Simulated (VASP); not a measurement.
An input for Quantum ESPRESSO's pw.x (written as the equivalent of a VASP run, and not itself run):

```
&CONTROL
  calculation = 'scf'
  pseudo_dir = './pseudo'
  outdir = './out'
  tprnfor = .true.
  tstress = .true.
/
&SYSTEM
  ibrav = 0
  nat = 5
  ntyp = 3
  ecutwfc = 84
  occupations = 'smearing'
  smearing = 'gaussian'
  degauss = 0.003675
  input_dft = 'pbe'
  vdw_corr = 'grimme-d3'
  dftd3_version = 3
  dftd3_threebody = .false.
/
&ELECTRONS
  conv_thr = 7.3e-09
  electron_maxstep = 100
/
ATOMIC_SPECIES
  K 39.098 K.upf
  Mg 24.305 Mg.upf
  F 18.998 F.upf
CELL_PARAMETERS angstrom
     4.0323228    0.0000000    0.0000000
     0.0000000    4.0323228    0.0000000
     0.0000000    0.0000000    4.0323228
ATOMIC_POSITIONS crystal
  K    0.0000000  0.0000000  0.0000000
  Mg   0.5000000  0.5000000  0.5000000
  F    0.5000000  0.0000000  0.5000000
  F    0.0000000  0.5000000  0.5000000
  F    0.5000000  0.5000000  0.0000000
K_POINTS automatic
  6 6 6 0 0 0
```

### Question
Translate this input to VASP (INCAR, KPOINTS, POSCAR, choice of POTCAR).

### Answer
This is not unique; one that fits is 
File POSCAR:
```
KMgF3
4.0323230
  0.9999999517   0.0000000000   0.0000000000
  0.0000000000   0.9999999517   0.0000000000
  0.0000000000   0.0000000000   0.9999999517
K Mg F
1 1 3
Cart
  0.0000000000   0.0000000000   0.0000000000
  0.4999999758   0.4999999758   0.4999999758
  0.4999999758   0.0000000000   0.4999999758
  0.0000000000   0.4999999758   0.4999999758
  0.4999999758   0.4999999758   0.0000000000
```

### INCAR
```
! general
SYSTEM = KMgF3
PREC   = Accurate
ENCUT  = 520
LREAL  = .FALSE.
LASPH  = .TRUE.   ! aspherical one-centre terms

! electronic loop
EDIFF  = 1E-7
NELM   = 100
ALGO   = Normal   ! blocked Davidson

! smearing
ISMEAR = 0
SIGMA  = 0.05   ! width (eV)

! functional
GGA    = PE   ! PBE
IVDW   = 11

! ions
ISIF   = 2

! output
LWAVE  = .FALSE.
LCHARG = .FALSE.
```

**KPOINTS**
```
Regular mesh
0
G
  6 6 6
```

POTCAR, in this order: K_sv Mg F (PBE.64 set). Program: vasp_std.

What does not carry over: the potentials are each code's own (VASP's PAW set, PseudoDojo norm-conserving files in pw.x), so ENCUT and ecutwfc are chosen apart and not converted; conv_thr bounds pw.x's estimated SCF error, while EDIFF bounds the energy change between steps.

The compound is KMgF3 in the cubic perovskite structure. It was relaxed first.
